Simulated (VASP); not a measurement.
These are vdW-DF-cx, VASP's PBE PAW potentials (set 64) (plane waves; VASP) values and carry that method's errors.

A VASP calculation is set up with these files.

### KPOINTS
```
Automatic mesh
0
Gamma
  7 7 7
0 0 0
```

INCAR:
```
! general
SYSTEM   = PbF2
PREC     = Accurate
ENCUT    = 520
LREAL    = F   ! projection in real space or not
LASPH    = T   ! aspherical one-centre terms

! electronic loop
EDIFF    = 1E-7
NELM     = 100   ! most electronic steps
ALGO     = Normal   ! blocked Davidson
LMAXMIX  = 4   ! l cut-off of mixed one-centre charges

! smearing
ISMEAR   = -5

! functional
GGA      = CX
LUSE_VDW = T
AGGAC    = 0.0

! ions
ISIF     = 2   ! forces and stress, cell fixed

! output
LWAVE    = F
LCHARG   = T
LORBIT   = 11
NEDOS    = 601   ! DOS grid

! other
LEFG     = T
```

**POSCAR**
```
PbF2
1
   -0.0000000000     2.9575675917     2.9575675917
    2.9575675917     0.0000000000     2.9575675917
    2.9575675917     2.9575675917     0.0000000000
Pb F
1 2
Direct
  0.0000000000   0.0000000000   0.0000000000
  0.2500000000   0.2500000000   0.2500000000
  0.7500000000   0.7500000000   0.7500000000
```

POTCAR, in this order: Pb_d F (PBE.64 set). Program: vasp_std.

**Question.** Estimate the energy per atom (σ→0).

**Answer.** 
```yaml
energy per atom (σ→0): -234.5 kJ/mol-atom
```

**OSZICAR**
```
...
DAV:   9    -0.728934654018E+01    0.21251E-02   -0.19010E-02   816   0.108E+00    0.100E-01
DAV:  10    -0.729144117721E+01   -0.20946E-02   -0.28429E-03   722   0.469E-01    0.254E-02
DAV:  11    -0.729149865691E+01   -0.57480E-04   -0.13950E-04   754   0.110E-01    0.120E-02
DAV:  12    -0.729153373671E+01   -0.35080E-04   -0.80519E-05   720   0.817E-02    0.957E-03
DAV:  13    -0.729153196776E+01    0.17690E-05   -0.13613E-05   848   0.425E-02    0.135E-03
DAV:  14    -0.729153234636E+01   -0.37859E-06   -0.11339E-06   724   0.889E-03    0.880E-04
DAV:  15    -0.729153238936E+01   -0.42999E-07   -0.75900E-08   592   0.266E-03
   1 F= -.72915324E+01 E0= -.72915324E+01  d E =0.000000E+00
```

The compound is PbF2 in the fluorite structure, the β form. It was relaxed first.
